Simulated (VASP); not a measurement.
Consider the following.

```xyz
4
Lattice="0.0000 2.9467 2.9467 2.9467 0.0000 2.9467 2.9467 2.9467 0.0000" Properties=species:S:1:pos:R:3 pbc="T T T"
N      0.0000     0.0000     0.0000
Fe     2.9467     2.9467     2.9467
Fe     1.4733     1.4733     1.4733
Fe     4.4200     4.4200     4.4200
```
Starting moments (μB, in the order of the record's atoms N Fe Fe Fe): 0.0 4.0 4.0 4.0.

All values below come from PBE GGA, VASP's PBE PAW potentials (set 64) (plane waves; VASP). Settings: 520 eV cut-off, KSPACING 0.6 per Å, Gaussian smearing of 0.050 eV, potentials N Fe.

Gaps are read on the run's mesh, which can miss a band edge. The moments were started parallel, and other spin orders were not tried in this run.

Q: Estimate the cell moment, energy per atom (σ→0), pressure, band gap (on the k-mesh) with the smallest direct gap where there is one.

A: 
| Item | Value |
|---|---|
| band gap (on the k-mesh) | none (metal, semimetal or under 0.01 eV) |
| cell moment | 9.26 μB |
| energy per atom (σ→0) | -7134 meV/atom |
| pressure | -17.75 GPa |

Q: Give the moment on each site (PAW-sphere projection).

A: 
```json
[
 {"site": "N1", "moment (μB)": "0.33"},
 {"site": "Fe2", "moment (μB)": "2.72"},
 {"site": "Fe3", "moment (μB)": "3.03"},
 {"site": "Fe4", "moment (μB)": "3.03"}
]
```

Total energies compare only between runs with the same potentials, cut-off and functional.

The structure was generated: Fe3N was put into the D03 type (Fm-3m), which need not be its known phase. The cell was not relaxed at this level. The run is one of a series of settings (KGAMMA = .FALSE., KSPACING = 0.6, KPOINTS file removed against the base run), some of them coarse on purpose.
